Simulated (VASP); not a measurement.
A VASP calculation is set up with these files.

POSCAR:
```
NaCl
1
    0.0000000000     2.8764000000     2.8764000000
    2.8764000000     0.0000000000     2.8764000000
    2.8764000000     2.8764000000     0.0000000000
Na Cl
1 1
Direct
  0.0000000000   0.0000000000   0.0000000000
  0.5000000000   0.5000000000   0.5000000000
```

KPOINTS:
```
Automatic mesh
0
Gamma
7 7 7
0 0 0
```

**INCAR**
```
# general
SYSTEM = NaCl
PREC   = Accurate
ENCUT  = 400   # plane-wave cut-off (eV)
LREAL  = .False.   # projection in real space or not
LASPH  = .True.   # aspherical one-centre terms
ISYM   = 0

# electronic loop
EDIFF  = 1E-6
NELM   = 100
ALGO   = Normal

# smearing
ISMEAR = 0   # Gaussian
SIGMA  = 0.05   # width (eV)

# functional
GGA    = PE

# ions
ISIF   = 2

# output
LWAVE  = .False.
LCHARG = .False.
```

POTCAR, in this order: Na_pv Cl (PBE.64 set). Program: vasp_std.

Q: Translate this PBE calculation to Ansatz.

A: One equivalent input (not run):
Ansatz 0.2 input:
```yaml
crystal:
  lattice:
    - [0.0000000, 2.8764000, 2.8764000]
    - [2.8764000, 0.0000000, 2.8764000]
    - [2.8764000, 2.8764000, 0.0000000]
  symmetry: { detect: false }
  atoms:
    - { symbol: Na, position: [0.0000000, 0.0000000, 0.0000000] }
    - { symbol: Cl, position: [0.5000000, 0.5000000, 0.5000000] }
kpoints:
  mp_grid: { grid: [7, 7, 7] }
hamiltonian:
  xc: pbe
  pseudopotentials: { kind: paw }
scf:
  occupations: { method: gaussian, width: 0.05 }
  max_iter: 100
output: { forces: true, stress: true, eigenvalues: true }
```
What does not carry over: each code has its own PAW files, so the cut-off isn't converted (ENCUT is set for VASP's; basis.ecutwfc is left out, and Ansatz then takes the one that its files recommend); Ansatz stops its SCF on the density residual and VASP on the energy change (EDIFF).

The compound is NaCl in the rock salt structure. The cell was not relaxed at this level. The run is one of a series of settings (ISYM = 0 against the base run), some of them coarse on purpose.
